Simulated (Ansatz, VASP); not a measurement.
**Ca (Calcium) in two plane-wave programs**

Wanted: the spread between two codes on one cell, functional and k mesh. The cell is taken from a series of VASP runs on this material, whose earlier steps may have relaxed, scaled or displaced it; both programs get it as it stands.

Calculated with Ansatz 0.2.0; plane waves, with VASP 6.6.1 beside it; single point at PBEsol.

### Step 1. The structure

It takes space group Fm-3m (No. 225, cubic). The conventional cell has a = 5.450 Å, b = 5.450 Å, c = 5.450 Å, α = 90.00°, β = 90.00°, γ = 90.00°. Ca has 12 Ca at 3.85 Å nearest.

As a file:

```
Ca
1.0
     0.00000    2.72494    2.72494
     2.72494    0.00000    2.72494
     2.72494    2.72494    0.00000
Ca
1
Direct
  0.00000 0.00000 0.00000
```

### Step 2. VASP: single point, PBEsol

With cell and atoms fixed, the geometry can't cause a difference; cores, projectors, grids and the points listed under the comparison can.

Lines of VASP's logs that name or quote its potential files are left out, and so is its time.

The input, INCAR:

```
SYSTEM = Ca
PREC = Accurate
ENCUT = 400
EDIFF = 1E-06
NELM = 100
ISMEAR = -5
SIGMA = 0.2
LREAL = .FALSE.
ALGO = Normal
GGA = PS
NBANDS = 16
LORBIT = 11
LWAVE = .FALSE.
LCHARG = .FALSE.
KPAR = 2
NEDOS = 2001
```

The input, POSCAR:

```
Ca
1.0
    0.0000000000      2.7249356906      2.7249356906
    2.7249356906      0.0000000000      2.7249356906
    2.7249356906      2.7249356906      0.0000000000
Ca
1
Direct
    0.0000000000      0.0000000000      0.0000000000
```

The input, KPOINTS:

```
Automatic mesh
0
Gamma
9 9 9
0 0 0
```

Potentials, in the order of the species: Ca_sv (PBE family, release 64).

On the command line:

```
mpirun -np 2 vasp_std
```

Numbers of over 12 decimals in the logs are rounded to 6 here.

The program printed:

```text
[banner, memory and clock lines left out]
running    2 mpi-ranks, on    1 nodes
 distrk:  each k-point on    1 cores,    2 groups
 distr:  one band on    1 cores,    1 groups

 POSCAR found type information on POSCAR Ca
 POSCAR found :  1 types and       1 ions
|                                                                             |
|               ----> ADVICE to this user running VASP <----                  |
|                                                                             |
|     You enforced a specific xc type in the INCAR file but a different       |
|     [... a line on the potential file left out ...]
|     I HOPE YOU KNOW WHAT YOU ARE DOING!                                     |
|                                                                             |

 LDA part: xc-table for (Slater+PW92), standard interpolation
 POSCAR, INCAR and KPOINTS ok, starting setup
 FFT: planning ... GRIDC
 FFT: planning ... GRID_SOFT
 FFT: planning ... GRID
 WAVECAR not read
 entering main loop
       N       E                     dE             d eps       ncg     rms          rms(c)
DAV:   1     0.664334001790E+02    0.66433E+02   -0.42193E+03  1120   0.470E+02
DAV:   2    -0.600446124931E+00   -0.67034E+02   -0.65631E+02  1352   0.156E+02
DAV:   4    -0.213897579646E+01   -0.22376E-01   -0.22506E-01  1376   0.244E+00
DAV:   5    -0.213933601314E+01   -0.36022E-03   -0.36466E-03  1480   0.239E-01    0.226E+00
DAV:   6    -0.213181565446E+01    0.75204E-02   -0.66733E-03  1272   0.700E-01    0.136E+00
DAV:   7    -0.212972009029E+01    0.20956E-02   -0.13526E-02  1224   0.965E-01    0.970E-02
DAV:   8    -0.212921509566E+01    0.50499E-03   -0.66927E-04  1400   0.208E-01    0.160E-02
DAV:   9    -0.212920160338E+01    0.13492E-04   -0.61258E-05  1576   0.442E-02    0.650E-03
DAV:  10    -0.212921002602E+01   -0.84226E-05   -0.27451E-06  1248   0.130E-02    0.583E-04
DAV:  11    -0.212920943112E+01    0.59490E-06   -0.15040E-07   680   0.340E-03
   1 F= -.21292094E+01 E0= -.21292094E+01  d E =0.000000E+00
|                                                                             |
|           W    W    AA    RRRRR   N    N  II  N    N   GGGG   !!!           |
|           W    W   A  A   R    R  NN   N  II  NN   N  G    G  !!!           |
|           W    W  A    A  R    R  N N  N  II  N N  N  G       !!!           |
|           W WW W  AAAAAA  RRRRR   N  N N  II  N  N N  G  GGG   !            |
|           WW  WW  A    A  R   R   N   NN  II  N   NN  G    G                |
|           W    W  A    A  R    R  N    N  II  N    N   GGGG   !!!           |
|                                                                             |
|     Tetrahedron method does not include variations of the Fermi             |
|     occupations, so forces and stress will be inaccurate. We suggest        |
|     using a different smearing scheme ISMEAR = 1 or 2 for metals in         |
|     relaxations.                                                            |
|                                                                             |
```

From OUTCAR (step 2):

```text
ion  position               nearest neighbor table
   1  0.000  0.000  0.000-

  LATTYP: Found a face centered cubic cell.
 ALAT       =     5.4498713812

 Subroutine GETGRP returns: Found 48 space group operations
 (whereof 48 operations were pure point group operations)

The static configuration has the point symmetry O_h .

 Found     35 irreducible k-points:

   k-points           NKPTS =     35   k-points in BZ     NKDIM =     35   number of bands    NBANDS=     16

   dimension x,y,z NGX =    28 NGY =   28 NGZ =   28
   dimension x,y,z NGXF=    56 NGYF=   56 NGZF=   56

   ENCUT  =  400.0 eV  29.40 Ry    5.42 a.u.   6.28  6.28  6.28*2*pi/ulx,y,z

   NELECT =      10.0000    total number of electrons

 k-points in reciprocal lattice and weights: Automatic mesh
   0.00000000  0.00000000  0.00000000       0.001
   0.11111111  0.00000000  0.00000000       0.011
   0.22222222  0.00000000  0.00000000       0.011
   0.33333333  0.00000000  0.00000000       0.011
   0.44444444  0.00000000  0.00000000       0.011
   0.11111111  0.11111111  0.00000000       0.008
   0.22222222  0.11111111  0.00000000       0.033
   0.33333333  0.11111111  0.00000000       0.033
   0.44444444  0.11111111  0.00000000       0.033
[...]
-0.33333333  0.44444444  0.11111111       0.033
  -0.33333333  0.44444444  0.22222222       0.033

 average (electrostatic) potential at core
       1 -48.4828

 E-fermi :   2.0587

 k-point     1 :       0.0000    0.0000    0.0000
  band No.  band energies     occupation
      1     -39.6675      2.00000
      2     -20.6548      2.00000
      3     -20.6548      2.00000
      4     -20.6548      2.00000
      5      -2.0492      2.00000
      6       4.4494      0.00000
      7       4.4494      0.00000
      8       4.4494      0.00000
      9       5.5849      0.00000
     10       5.5849      0.00000
    ...

 k-point     2 :       0.1111    0.0000    0.0000
  band No.  band energies     occupation
      1     -39.6655      2.00000
      2     -20.6744      2.00000
      3     -20.6575      2.00000
      4     -20.6575      2.00000
      5      -1.8310      2.00000
      6       4.2173      0.00000
      7       4.5284      0.00000
      8       4.5284      0.00000
      9       5.5188      0.00000
     10       5.5188      0.00000
    ...

 k-point     3 :       0.2222    0.0000    0.0000
  band No.  band energies     occupation
      1     -39.6605      2.00000
      2     -20.7237      2.00000
      3     -20.6642      2.00000
      4     -20.6642      2.00000
      5      -1.2054      2.00000
      6       3.6605      0.00000
      7       4.6078      0.00000
      8       4.6078      0.00000
      9       5.5329      0.00000
     10       5.5329      0.00000
    ...

  Total       -0.0355751     -0.0355751     -0.0355751      0.0000000     -0.0000000     -0.0000000
  in kB       -1.4085051     -1.4085051     -1.4085051      0.0000000     -0.0000000     -0.0000000
  external PRESSURE =      -1.4085051 kB  Pullay stress =       0.0000000 kB

  energy-cutoff  :      400.00
  volume of cell :       40.47
      direct lattice vectors                 reciprocal lattice vectors
     0.000000000  2.724935691  2.724935691    -0.183490569  0.183490569  0.183490569
     2.724935691  0.000000000  2.724935691     0.183490569 -0.183490569  0.183490569
     2.724935691  2.724935691  0.000000000     0.183490569  0.183490569 -0.183490569

 POSITION                                       TOTAL-FORCE (eV/Angst)
 -----------------------------------------------------------------------------------
      0.00000      0.00000      0.00000        -0.000000     -0.000000     -0.000000
 -----------------------------------------------------------------------------------
    total drift:                               -0.000000     -0.000000     -0.000000

  FREE ENERGIE OF THE ION-ELECTRON SYSTEM (eV)
  ---------------------------------------------------
  free  energy   TOTEN  =        -2.1292094311 eV

  energy  without entropy=       -2.1292094311  energy(sigma->0) =       -2.12920943

 total charge
# of ion       s       p       d       tot
------------------------------------------
    1        2.088   5.828   0.175   8.091

[... 3 further parts left out ...]
```

The run ends at a pressure of -0.14 GPa.

### Step 3. Ansatz: single point, PBEsol

Ansatz runs on its default PAW (the set named soft_2) files.

The same cell, functional, mesh and smearing now go to Ansatz, which takes its cutoff from its data sets.

The input, input.yaml:

```yaml
crystal:
  lattice:
    - [0.0, 2.7249356906, 2.7249356906]
    - [2.7249356906, 0.0, 2.7249356906]
    - [2.7249356906, 2.7249356906, 0.0]
  atoms:
    - { symbol: Ca, position: [0.0, 0.0, 0.0] }
hamiltonian:
  xc: pbesol
  pseudopotentials: { kind: paw }
kpoints:
  mp_grid: { grid: [9, 9, 9] }
scf:
  occupations: { method: tetrahedron }
output:
  forces: true
  stress: true
```

On the command line:

```
ansatz run input.yaml --threads 2 --pin off --max-ram 4608MiB --backend cpu --events-out ev --progress --plain --runs-dir out
```

The program printed:

```text
Warning: output.forces, output.stress, relax.cell or npt_langevin: where a Kohn–Sham band that disperses or a degenerate level is filled in part under the method tetrahedron, the forces or the stress that this run publishes need not agree with its energy (scf.occupations.method in the input reference, under Limitations); prefer a smearing scheme for the forces or the stress
Engine: ansatz 0.2.0, aarch64-unknown-linux-gnu
Pseudopotentials: kind: paw
Pseudopotential: Ca, paw, valence charge 10, recommended cutoff 420 eV (normal), Ca.paw.azcp
Functional definition: PBEsol
  exchange = pbesol_x
  correlation = pbesol_c
Crystal: 1 atoms, lattice volume = 40.467 Å³
Basis set: ecut = 420 eV, 749 PW (Γ), exchange–correlation on 54×54×54 points (8 copies of the dense FFT grid, shifted against one another)
Bands: 9, of which v1, the nominal top of the filled ones, is band 5 counted from 1 (4 counted from 0)
Symmetry: 48 space group operations
Space group: Fm-3m (ITA 225), of the structure as read, at distance tolerance 3.4e-5 Å
k-points: 35 of 729
Non-local potential: Ca, projectors of the file, l = 0: 3, l = 1: 2, l = 2: 2
PAW form: soft (Blöchl's): semilocal exchange-correlation on the pseudo side does not see the compensation charge
PAW frozen core: Ca, regenerated for the run's functional, and the local potential with it (the file was generated under x = pbe(κ = 0.804, μ = 0.219515), c = pbe(β = 0.066725))
PAW one-centre angular grid: Ca, 110 points (default); XC on 64 Gauss nodes
Initial density: superposition of atomic densities (neutral atoms: chi_scale 0, normalization atom), corrected by the library's trained network
Initial wavefunctions: pseudopotential atomic-orbital guess
Functional: x = pbesol(κ = 0.804, μ = 0.123457), c = pbesol(β = 0.046)
SCF iter   1: F=—  HF=-1793.728822 eV  |F-HF|=—  |Δ(HF+E_count)|=         —  Δρ=2.09e-3  dr2=1.37e-3  ethr=1.77e-3  ⟨swp⟩=6.0  Hψ=2616  notcnv=0
preconditioner: auto → none  [metal: no gap  n_scr=8 (ndim 8)  ℏωp=8.3 eV  f_vac=0.000  sad-step TF]
SCF iter   2: F=—  HF=-1793.728381 eV  |F-HF|=—  |Δ(HF+E_count)|=   4.42e-4  Δρ=9.95e-4  dr2=3.07e-4  ethr=1.37e-5  ⟨swp⟩=2.9  Hψ=866  notcnv=0
SCF iter   3: F=—  HF=-1793.728164 eV  |F-HF|=—  |Δ(HF+E_count)|=   2.16e-4  Δρ=1.56e-4  dr2=8.31e-6  ethr=3.07e-6  ⟨swp⟩=3.0  Hψ=628  notcnv=0
SCF iter   4: F=—  HF=-1793.728126 eV  |F-HF|=—  |Δ(HF+E_count)|=   3.83e-5  Δρ=2.64e-5  dr2=3.48e-7  ethr=8.31e-8  ⟨swp⟩=2.5  Hψ=628  notcnv=0
SCF iter   5: F=-1793.728131 eV  HF=-1793.728131 eV  |F-HF|=1.53e-8  |Δ(HF+E_count)|=   4.96e-6  Δρ=6.09e-6  dr2=2.28e-8  ethr=1.00e-9  ⟨swp⟩=4.0  Hψ=853  notcnv=0
SCF 1 converged in 5 iterations: F = -1793.728131 eV  dr2 = 2.28e-8
  greatest PAW one-centre occupation: 0.996 electrons in one spin orbital (limit 2), on the Ca atom at site 0 (counted from 0), in its partial waves of l = 0
SCF converged after 5 iterations
Stability not checked: this state was not tested for a lower state beside it, because cold or Methfessel-Paxton smearing, or corrected tetrahedra, fill the levels in a way that the test cannot read (fill_not_monotonic; see scf.lower_state_search)
Free energy (F): -1793.728131 eV
Harris-Foulkes:  -1793.728131 eV  (|F-HF|=1.53e-8)
Internal energy: -1793.728131 eV  (E = F + TS)
E sigma→0 (E₀):  -1793.728131 eV
Fermi energy:    5.171086 eV
--- Per-component energies (eV) ---
  E_band       = -171.206018
  E_kinetic    = 275.616517
  E_local      = -836.451260  (includes V_loc(G=0)·N_el)
  E_nonlocal   = 64.744567
  E_hartree    = 279.009503
  E_xc         = -134.332728
  E_vxc        = -168.313709  (∫ρ·V_xc dr)
  E_paw        = -836.727586  (= ΣΔE_a)
  E_vpaw       = -64.816548  (= ΣTr[D̂ρ^β])
  E_aug_tail   = -0.000006  (compensation charges beyond the density's cutoff)
  E_ewald      = -605.705932
  E_core_change = 0.118794  (= ΣΔE_core)
  E_smearing   = -0.000000  (= −TS)
  E_closure    = 0.000000  (closes the sum)
  Σ components = -1793.728131   (vs F -1793.728131, Δ=0.00e0)
--- Forces (eV/Å), atoms counted from 1 ---
  atom   1  Ca     0.00000000     0.00000000     0.00000000
  max |Σ_I F_I| component: 8.83e-32 eV/Å
--- Stress (GPa, compression-positive) ---
       -0.148350      -0.000000       0.000000
        0.000000      -0.148350       0.000000
       -0.000000       0.000000      -0.148350
  P = ⅓ Tr σ = -0.1483 GPa (-1.483 kbar)
--- Band table (eV; the first three rows and the last of 35) ---
  k-point 0: bands = ["-36.5668", "-17.5561", "-17.5561", "-17.5561", "1.0648", "7.5607", "7.5607", "7.5607", "8.6936"]
  k-point 1: bands = ["-36.5648", "-17.5757", "-17.5588", "-17.5588", "1.2826", "7.3285", "7.6394", "7.6394", "8.6275"]
  k-point 2: bands = ["-36.5598", "-17.6247", "-17.5654", "-17.5654", "1.9071", "6.7721", "7.7185", "7.7185", "8.6415"]
  k-point 34: bands = ["-36.5447", "-17.6735", "-17.6529", "-17.6129", "5.1710", "5.8628", "5.9368", "7.9688", "9.4615"]
```

Run time: 0.96 s. Hardware: 2 threads of Arm Neoverse N1, shared host; peak memory 0.26 GiB.

In the SCF lines HF is the Harris–Foulkes energy and dr2 the Hartree energy of the density residual, in eV; the loop may stop once dr2 is under the threshold and the program's other checks hold. Hψ counts applications of the Hamiltonian.

The run ends at a pressure of -0.15 GPa.

### Step 4. Differences

Known differences besides the potentials themselves: the cutoff is 420 eV in Ansatz and 400 eV in VASP; Ansatz makes its cores anew for this functional, VASP keeps those of its PBE data sets; VASP leaves aspherical gradient terms in its spheres out (LASPH is not set), Ansatz keeps them. Total energies have different zeros and are not compared.

Both answers:

```csv
quantity,Ansatz,VASP,difference
pressure (GPa),-0.15,-0.14,-0.01
```

### Step 5. What came out

```json
{
  "difference in pressure (single point, PBEsol)": "-0.0075 GPa"
}
```

In words: The difference in pressure is -0.0075 GPa (single point, PBEsol), within the 1 GPa picked in this series as the mark of a large difference. Such differences can come from data sets, numerical settings and the points named under the comparisons, not from the functional's error against experiment.

[Lines on the potential files, build, host, timing and source positions are cut from VASP's logs without a mark.]

[Logs are printed without paths, hosts, clocks, repeated set-up lines and the standing remarks that a program may print on its own settings, such as how far it seeks lower states.]

[Hosts, paths, dates, database ids (printed as entryN), source tags and the programs' standing remarks are cut or masked in the printed files.]
